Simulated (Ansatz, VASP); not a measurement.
# LuMnIn in VASP and in Ansatz

Contents of INCAR:

```
PREC = Accurate
ENCUT = 520
EDIFF = 1E-7
ISMEAR = -1
SIGMA = 0.05
LREAL = F
LASPH = T
NELM = 120
ALGO = Normal
ISIF = 2
LWAVE = F
LCHARG = F
ISPIN = 2
MAGMOM = 0 0 4
LORBIT = 11
LMAXMIX = 4
GGA = PE
NBANDS = 36
```

File KPOINTS:

```
Automatic mesh
0
Gamma
  7 7 8
```

POSCAR

```
LuMnIn
1.0
    4.7679286114      0.0000000000      0.0000000000
   -2.3839643057      4.1291473009      0.0000000000
    0.0000000000      0.0000000000      3.4232631199
Lu In Mn
1 1 1
Direct
    0.0000000000      0.0000000000      0.0000000000
    0.6666666667      0.3333333333      0.5000000000
    0.3333333333      0.6666666667      0.5000000000
```

File input.yaml:

```yaml
crystal:
  lattice:
    - [4.7679286114, 0.0, 0.0]
    - [-2.3839643057, 4.1291473009, 0.0]
    - [0.0, 0.0, 3.4232631199]
  atoms:
    - { symbol: Lu, position: [0.0, 0.0, 0.0] }
    - { symbol: In, position: [0.6666666667, 0.3333333333, 0.5] }
    - { symbol: Mn, position: [0.3333333333, 0.6666666667, 0.5], spin: 4.0 }
hamiltonian:
  xc: pbe
  pseudopotentials: { kind: paw }
magnetization:
  spin_polarized: true
kpoints:
  mp_grid: { grid: [7, 7, 8] }
scf:
  occupations: { method: fermi_dirac, width: 0.05 }
output:
  forces: true
  stress: true
  eigenvalues: true
  write_density: true
  write_potential: true
  elf: true
  volumetric_format: npy
```

Change from the starting cell: volume scaled by 1.02.

Alike in both runs: task single point; functional PBE; k mesh 7 × 7 × 8; occupations fermi-dirac, width 0.05 eV; collinear spin, ferromagnetic start.

```csv
,VASP,Ansatz
version,VASP 6.6.1,Ansatz 0.2.0
potentials or method,"VASP PAW PBE potentials, release 64 (Lu, In_d, Mn_pv)",Ansatz PAW
plane-wave cutoff (eV),520,420
valence electrons in the cell,51,53
```

|  | VASP | Ansatz | Ansatz less VASP |
| --- | --- | --- | --- |
| gap on the k mesh at the Fermi level (eV) | none | none | - |
| pressure (GPa) | -1.3 | -1.4 | -0.14 |
| largest component of the traceless stress (GPa) | 0.25 | 0.24 | -0.009 |
| net moment per atom (μB) | 1.17 | 1.18 | +0.001 |
| size of the moment on the site where the two differ most (μB) | 3.65 | 3.67 | +0.024 |

Site moments also hang on the region over which each program counts them. A gap of «none» marks a metal or a gap that the smearing closes. The two sets of potentials don't hold the same shells in valence.

Caveats: spin-orbit coupling is left out, which moves the levels of the heavy elements.
